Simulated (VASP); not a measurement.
Data:

```
Ca
1.0
    0.00000     2.73197     2.73197
    2.73197     0.00000     2.73197
    2.73197     2.73197     0.00000
Ca
1
Direct
  0.00000   0.00000   0.00000
```

The numbers are results of optB86b-vdW, VASP's PBE PAW potentials (set 64) (plane waves; VASP 6.6.1), not measurements. Settings: 520 eV cut-off, 13×13×13 Γ-centred mesh, tetrahedra with Blöchl corrections, potentials Ca_sv.

**Question.** What does the run give for the energy per atom (σ→0), band gap (on the k-mesh) with the smallest direct gap where there is one?

**Answer.** 
| Quantity | Value |
|---|---|
| band gap (on the k-mesh) | none (metal, semimetal or under 0.01 eV) |
| energy per atom (σ→0) | 0.454 eV/atom |

The absolute energy has meaning only against runs of the same code, potentials and settings.

The compound is Ca in the fcc structure. It was relaxed first, which changed the volume by -6 %.
